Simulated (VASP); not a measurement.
Here is the system:

```
CELL_PARAMETERS angstrom
      0.00000     2.22948     2.22948
      2.22948     0.00000     2.22948
      2.22948     2.22948     0.00000
ATOMIC_POSITIONS crystal
  Li 0.25000 0.25000 0.25000
  Li 0.75000 0.75000 0.75000
  O  0.00000 0.00000 0.00000
```

Method: PBE GGA with D3 dispersion (zero damping), VASP's PBE PAW potentials (set 64) (plane waves; VASP). Run with 520 eV cut-off, 8×8×8 Γ-centred mesh, Gaussian smearing of 0.050 eV, potentials Li_sv O.

Predict the energy per atom (σ→0), pressure, band gap (on the k-mesh) with the smallest direct gap where there is one.

| Property | Result |
|---|---|
| band gap (on the k-mesh) | 5.17 eV |
| smallest direct gap (on the k-mesh) | 6.10 eV |
| energy per atom (σ→0) | -4.969 eV/atom |
| pressure | 5.75 GPa |

The absolute energy has meaning only against runs of the same code, potentials and settings.

The compound is Li2O in the antifluorite structure. This cell is one point of a volume scan, at 0.94 of the reference volume.
